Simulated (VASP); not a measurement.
Output of a VASP run:

### OSZICAR
```
...
   5 F= -.81424231E+01 E0= -.81426207E+01  d E =-.117481E+00
       N       E                     dE             d eps       ncg     rms          rms(c)
DAV:   1    -0.173330123184E+02   -0.68244E-02   -0.82022E-01  4424   0.858E+00    0.698E-01
DAV:   2    -0.173216974811E+02    0.11315E-01   -0.26067E-02  4928   0.132E+00    0.313E-01
DAV:   3    -0.173185517983E+02    0.31457E-02   -0.11690E-02  5448   0.815E-01    0.571E-02
DAV:   4    -0.173185714760E+02   -0.19678E-04   -0.19424E-04  5480   0.134E-01    0.304E-02
DAV:   5    -0.173185739478E+02   -0.24718E-05   -0.10660E-05  5576   0.249E-02    0.462E-03
DAV:   6    -0.173185739946E+02   -0.46784E-07   -0.32141E-07  2560   0.612E-03
   6 F= -.81449137E+01 E0= -.81449883E+01  d E =-.249064E-02
       N       E                     dE             d eps       ncg     rms          rms(c)
DAV:   1    -0.173208578126E+02   -0.22839E-02   -0.59566E-01  4424   0.731E+00    0.605E-01
DAV:   2    -0.173124879848E+02    0.83698E-02   -0.19044E-02  4920   0.113E+00    0.271E-01
DAV:   3    -0.173101855395E+02    0.23024E-02   -0.84377E-03  5472   0.697E-01    0.505E-02
DAV:   4    -0.173102003694E+02   -0.14830E-04   -0.14476E-04  5544   0.114E-01    0.273E-02
DAV:   5    -0.173102022280E+02   -0.18586E-05   -0.80784E-06  5304   0.217E-02    0.389E-03
DAV:   6    -0.173102022748E+02   -0.46798E-07   -0.26161E-07  2544   0.591E-03
   7 F= -.81456400E+01 E0= -.81455427E+01  d E =-.321697E-02
       N       E                     dE             d eps       ncg     rms          rms(c)
DAV:   1    -0.173098180005E+02    0.38423E-03   -0.11369E-03  4448   0.319E-01    0.268E-02
DAV:   2    -0.173098021258E+02    0.15875E-04   -0.36073E-05  4944   0.494E-02    0.120E-02
DAV:   3    -0.173097977193E+02    0.44065E-05   -0.16114E-05  5496   0.306E-02    0.229E-03
DAV:   4    -0.173097977474E+02   -0.28080E-07   -0.23983E-07  2336   0.500E-03
   8 F= -.81456417E+01 E0= -.81455376E+01  d E =-.321863E-02
       N       E                     dE             d eps       ncg     rms          rms(c)
DAV:   1    -0.173564509328E+02   -0.46653E-01   -0.14136E-01  4960   0.413E+00    0.916E-01
DAV:   2    -0.173529012372E+02    0.35497E-02   -0.12466E-02  5144   0.112E+00    0.252E-01
DAV:   3    -0.173520634860E+02    0.83775E-03   -0.44884E-03  6528   0.549E-01    0.153E-01
DAV:   4    -0.173521903749E+02   -0.12689E-03   -0.39197E-04  5240   0.101E-01    0.630E-02
DAV:   5    -0.173522871038E+02   -0.96729E-04   -0.33933E-04  6816   0.111E-01    0.252E-02
DAV:   6    -0.173522880217E+02   -0.91795E-06   -0.10609E-05  4592   0.298E-02    0.621E-03
DAV:   7    -0.173522883783E+02   -0.35663E-06   -0.51257E-07  2368   0.861E-03
   9 F= -.81454228E+01 E0= -.81453162E+01  d E =0.218940E-03
       N       E                     dE             d eps       ncg     rms          rms(c)
DAV:   1    -0.173243022249E+02    0.27986E-01   -0.71402E-02  4960   0.293E+00    0.656E-01
DAV:   2    -0.173225017661E+02    0.18005E-02   -0.62330E-03  5120   0.794E-01    0.177E-01
DAV:   3    -0.173220835050E+02    0.41826E-03   -0.22431E-03  6528   0.388E-01    0.109E-01
DAV:   4    -0.173221473818E+02   -0.63877E-04   -0.19645E-04  5256   0.703E-02    0.450E-02
DAV:   5    -0.173221957200E+02   -0.48338E-04   -0.17295E-04  6776   0.790E-02    0.176E-02
DAV:   6    -0.173221960810E+02   -0.36099E-06   -0.52348E-06  3976   0.213E-02
  10 F= -.81456850E+01 E0= -.81455795E+01  d E =-.432991E-04
```

### OUTCAR
```
------------------------ aborting loop because EDIFF is reached ----------------------------------------
  FORCE on cell =-STRESS in cart. coord.  units (eV):
  Direction    XX          YY          ZZ          XY          YZ          ZX
  --------------------------------------------------------------------------------------
  Total        9.1725147      9.1725104      9.1752916      0.0000000      0.0000000      0.0000000
  in kB      449.8040252    449.8038153    449.9401999      0.0000000      0.0000000      0.0000000
  external PRESSURE =      -0.1506532 kB  Pullay stress =     450.0000000 kB
  volume of cell :       32.67
      direct lattice vectors                 reciprocal lattice vectors
     1.385058974 -2.398991956  0.000000000     0.360995459 -0.208420874 -0.000000000
     1.385058974  2.398991956 -0.000000000     0.360995459  0.208420874 -0.000000000
     0.000000000  0.000000000  4.916415831     0.000000000  0.000000000  0.203400207
 POSITION                                       TOTAL-FORCE (eV/Angst)
 -----------------------------------------------------------------------------------
      1.38506      0.79967      1.22910         0.000000     -0.000000      0.000000
      1.38506     -0.79967      3.68731        -0.000000      0.000000      0.000000
 -----------------------------------------------------------------------------------
    total drift:                               -0.000047      0.000989     -0.000013
  FREE ENERGIE OF THE ION-ELECTRON SYSTEM (eV)
  ---------------------------------------------------
  free  energy   TOTEN  =       -17.3221960810 eV

  energy  without entropy=      -17.3218795192  energy(sigma->0) =      -17.32209056
  enthalpy is  TOTEN    =        -8.1456850114 eV   P V=        9.1765110696

 reached required accuracy - stopping structural energy minimisation
```
(Selected blocks of OUTCAR.)

POSCAR:
```
Zr
1
    1.4280557076    -2.4734647712     0.0000000000
    1.4280557076     2.4734647712     0.0000000000
    0.0000000000     0.0000000000     4.9714146410
Zr
2
Direct
  0.3333330000   0.6666670000   0.2500000000
  0.6666670000   0.3333330000   0.7500000000
```

Question: Reconstruct the remaining input files.

Answer: One answer among several that fit: the input of the run itself, LDA (Ceperley-Alder, Perdew-Zunger), plane waves, VASP's LDA PAW potentials (set 64).

### KPOINTS
```
Automatic mesh
0
Gamma
15 15 8
0 0 0
```

**INCAR**
```
SYSTEM = Zr
PREC = Accurate; ENCUT = 500; LREAL = F
LASPH = T
EDIFF = 1E-6; NELM = 100; ALGO = Normal
LMAXMIX = 4
ISMEAR = 1; SIGMA = 0.1
IBRION = 2; NSW = 40; ISIF = 3
EDIFFG = -0.02; PSTRESS = 450
LWAVE = F; LCHARG = F
```

POTCAR, in this order: Zr_sv (LDA.64 set). Program: vasp_std.

Energy and stress use the plane-wave basis of the starting cell.

The compound is Zr in the hcp structure. This run relaxes it under an external pressure of 45 GPa. Symmetry was kept, so distortions that lower it aren't found.
